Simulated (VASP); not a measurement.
Output of a VASP run:

OUTCAR:
```
 ion  position               nearest neighbor table
   1  0.000  0.000  0.000-
  LATTYP: Found a body centered cubic cell.
 ALAT       =     2.7839846466
 Subroutine PRICEL returns:
 Original cell was already a primitive cell.
 Subroutine GETGRP returns: Found 48 space group operations
The static configuration has the point symmetry O_h .
The dynamic configuration has the point symmetry O_h .
The overall configuration has the point symmetry O_h .
 Subroutine INISYM returns: Found 48 space group operations
 Subroutine IBZKPT returns following result:
 Found    145 irreducible k-points:

 Following reciprocal coordinates:
            Coordinates               Weight
  0.000000  0.000000  0.000000      1.000000
  0.062500  0.000000  0.000000     12.000000
  0.125000  0.000000  0.000000     12.000000
  0.187500  0.000000  0.000000     12.000000
  0.250000  0.000000  0.000000     12.000000
  0.312500  0.000000  0.000000     12.000000
  0.375000  0.000000  0.000000     12.000000
  0.437500  0.000000  0.000000     12.000000
  0.500000  0.000000  0.000000      6.000000
  0.062500  0.062500  0.000000     24.000000
  0.125000  0.062500  0.000000     48.000000
  0.187500  0.062500  0.000000     48.000000
  0.250000  0.062500  0.000000     48.000000
  0.312500  0.062500  0.000000     48.000000
  0.375000  0.062500  0.000000     48.000000
  0.437500  0.062500  0.000000     48.000000
  0.125000  0.125000  0.000000     24.000000
  0.187500  0.125000  0.000000     48.000000
  0.250000  0.125000  0.000000     48.000000
  0.312500  0.125000  0.000000     48.000000
  0.375000  0.125000  0.000000     48.000000
  0.437500  0.125000  0.000000     24.000000
  0.187500  0.187500  0.000000     24.000000
  0.250000  0.187500  0.000000     48.000000
  0.312500  0.187500  0.000000     48.000000
  0.375000  0.187500  0.000000     48.000000
  0.250000  0.250000  0.000000     24.000000
  0.312500  0.250000  0.000000     48.000000
  0.375000  0.250000  0.000000     24.000000
  0.312500  0.312500  0.000000     24.000000
  0.062500  0.062500  0.062500      8.000000
  0.125000  0.062500  0.062500     24.000000
  0.187500  0.062500  0.062500     24.000000
  0.250000  0.062500  0.062500     24.000000
  0.312500  0.062500  0.062500     24.000000
  0.375000  0.062500  0.062500     24.000000
  0.437500  0.062500  0.062500     12.000000
 -0.062500  0.062500  0.062500      6.000000
  0.125000  0.125000  0.062500     24.000000
  0.187500  0.125000  0.062500     48.000000
   k-points           NKPTS =    145   k-points in BZ     NKDIM =    145   number of bands    NBANDS=      9
   number of dos      NEDOS =    301   number of ions     NIONS =      1
   total plane-waves  NPLWV =   4096
   dimension x,y,z NGX =    16 NGY =   16 NGZ =   16
   dimension x,y,z NGXF=    32 NGYF=   32 NGZF=   32
   ions per type =               1
   PREC   = accura    normal or accurate (medium, high low for compatibility)
   ISTART =      0    job   : 0-new  1-cont  2-samecut
   ICHARG =      2    charge: 1-file 2-atom 10-const
   ISPIN  =      2    spin polarized calculation?
   LNONCOLLINEAR =      F non collinear calculations
   LSORBIT =      F    spin-orbit coupling
   INIWAV =      1    electr: 0-lowe 1-rand  2-diag
   ENCUT  =  400.0 eV  29.40 Ry    5.42 a.u.   3.93  3.93  3.93*2*pi/ulx,y,z
   NELM   =    100;   NELMIN=  2; NELMDL= -5     # of ELM steps
   EDIFF  = 0.1E-05   stopping-criterion for ELM
   LREAL  =      F    real-space projection
   NLSPLINE    = F    spline interpolate recip. space projectors
   LMAXMIX     =    4 max onsite mixed and CHGCAR
   VOSKOWN=      0    Vosko Wilk Nusair interpolation
   EDIFFG = -.1E-01   stopping-criterion for IOM
   NSW    =     60    number of steps for IOM
   NBLOCK =      1;   KBLOCK =     60    inner block; outer block
   IBRION =      2    ionic relax: 0-MD 1-quasi-New 2-CG
...
```

### OSZICAR
```
       N       E                     dE             d eps       ncg     rms          rms(c)
DAV:   1     0.102490123753E+02    0.10249E+02   -0.35583E+03  5573   0.903E+02
DAV:   2    -0.993805175112E+01   -0.20187E+02   -0.18811E+02  5276   0.114E+02
DAV:   3    -0.101482612622E+02   -0.21021E+00   -0.20967E+00  5887   0.159E+01
DAV:   4    -0.101491337328E+02   -0.87247E-03   -0.87241E-03  5771   0.939E-01
DAV:   5    -0.101491418919E+02   -0.81591E-05   -0.81601E-05  5624   0.828E-02    0.126E+01
DAV:   6    -0.898794076739E+01    0.11612E+01   -0.13343E+01  5497   0.596E+01    0.507E+00
DAV:   7    -0.893403166711E+01    0.53909E-01   -0.67928E-01  5495   0.131E+01    0.318E+00
DAV:   8    -0.892569679645E+01    0.83349E-02   -0.59912E-03  6471   0.644E-01    0.143E+00
DAV:   9    -0.891723782392E+01    0.84590E-02   -0.56233E-03  6540   0.613E-01    0.374E-01
DAV:  10    -0.891725697013E+01   -0.19146E-04   -0.10207E-03  6187   0.360E-01    0.124E-01
DAV:  11    -0.891724278807E+01    0.14182E-04   -0.93131E-05  5521   0.151E-01    0.283E-02
DAV:  12    -0.891724337634E+01   -0.58828E-06   -0.21244E-06  4315   0.243E-02
   1 F= -.89172434E+01 E0= -.89171383E+01  d E =-.891724E+01  mag=     2.0899
       N       E                     dE             d eps       ncg     rms          rms(c)
DAV:   1    -0.891767403352E+01   -0.43125E-03   -0.10197E-02  5429   0.180E+00    0.201E-01
DAV:   2    -0.891727321863E+01    0.40081E-03   -0.40770E-03  5487   0.968E-01    0.163E-01
DAV:   3    -0.891724559232E+01    0.27626E-04   -0.18024E-04  5574   0.216E-01    0.670E-02
DAV:   4    -0.891724155539E+01    0.40369E-05   -0.26101E-06  4916   0.258E-02    0.144E-02
DAV:   5    -0.891723867687E+01    0.28785E-05   -0.51086E-06  5296   0.217E-02    0.213E-03
DAV:   6    -0.891723844898E+01    0.22789E-06   -0.86509E-08  2622   0.318E-03
   2 F= -.89172384E+01 E0= -.89171241E+01  d E =0.492736E-05  mag=     2.0860
       N       E                     dE             d eps       ncg     rms          rms(c)
DAV:   1    -0.891739344980E+01   -0.15477E-03   -0.31922E-03  5426   0.101E+00    0.112E-01
DAV:   2    -0.891726503978E+01    0.12841E-03   -0.13010E-03  5492   0.545E-01    0.919E-02
DAV:   3    -0.891725674230E+01    0.82975E-05   -0.58992E-05  5544   0.123E-01    0.378E-02
DAV:   4    -0.891725490212E+01    0.18402E-05   -0.79574E-07  2768   0.144E-02    0.820E-03
DAV:   5    -0.891725304861E+01    0.18535E-05   -0.15639E-06  3929   0.119E-02    0.121E-03
DAV:   6    -0.891725321689E+01   -0.16827E-06   -0.46705E-08  2612   0.228E-03
   3 F= -.89172532E+01 E0= -.89171445E+01  d E =-.984054E-05  mag=     2.0879
```

**OUTCAR**
```
------------------------ aborting loop because EDIFF is reached ----------------------------------------
  FORCE on cell =-STRESS in cart. coord.  units (eV):
  Direction    XX          YY          ZZ          XY          YZ          ZX
  --------------------------------------------------------------------------------------
  Total        0.0018452      0.0018452      0.0018452      0.0000000     -0.0000000     -0.0000000
  in kB        0.2743166      0.2743166      0.2743166      0.0000000     -0.0000000     -0.0000000
  external PRESSURE =       0.2743166 kB  Pullay stress =       0.0000000 kB
  volume of cell :       10.78
      direct lattice vectors                 reciprocal lattice vectors
    -1.391497610  1.391497610  1.391497610     0.000000000  0.359325087  0.359325087
     1.391497610 -1.391497610  1.391497610     0.359325087  0.000000000  0.359325087
     1.391497610  1.391497610 -1.391497610     0.359325087  0.359325087  0.000000000
 POSITION                                       TOTAL-FORCE (eV/Angst)
 -----------------------------------------------------------------------------------
     -0.00000      0.00000      0.00000         0.000000      0.000000     -0.000000
 -----------------------------------------------------------------------------------
    total drift:                                0.000000      0.000000     -0.000000
  FREE ENERGIE OF THE ION-ELECTRON SYSTEM (eV)
  ---------------------------------------------------
  free  energy   TOTEN  =        -8.9172532169 eV

  energy  without entropy=       -8.9169269551  energy(sigma->0) =       -8.91714446

 total charge

# of ion       s       p       d       tot
------------------------------------------
    1        0.513   0.593   6.281   7.387

 magnetization (x)

# of ion       s       p       d       tot
------------------------------------------
    1       -0.012  -0.047   2.127   2.068

 reached required accuracy - stopping structural energy minimisation
```
(Selected blocks of OUTCAR.)

File POSCAR:
```
Fe
1
   -1.3919923233     1.3919923233     1.3919923233
    1.3919923233    -1.3919923233     1.3919923233
    1.3919923233     1.3919923233    -1.3919923233
Fe
1
Direct
  0.0000000000   0.0000000000   1.0000000000
```

Problem. Write an INCAR and KPOINTS that could have produced this output.

Solution. Several could match; the one computed here: the input of the run itself, PBEsol GGA, plane waves, VASP's PBE PAW potentials (set 64).

**INCAR**
```
ALGO=Normal
EDIFF=1E-6
EDIFFG=-0.01
ENCUT=400
GGA=PS
IBRION=2
ISIF=3
ISMEAR=1
ISPIN=2
LASPH=.TRUE.
LCHARG=.FALSE.
LMAXMIX=4
LORBIT=10
LREAL=.FALSE.
LWAVE=.FALSE.
MAGMOM=2.1
NELM=100
NSW=60
PREC=Accurate
SIGMA=0.1
SYSTEM=Fe
```

KPOINTS:
```
Automatic mesh
0
Gamma
16 16 16
0 0 0
```

POTCAR, in this order: Fe (PBE.64 set). Program: vasp_std.

The compound is Fe in the bcc structure. This run relaxes it. Symmetry was kept, so distortions that lower it aren't found. The start is the result of an earlier pass.
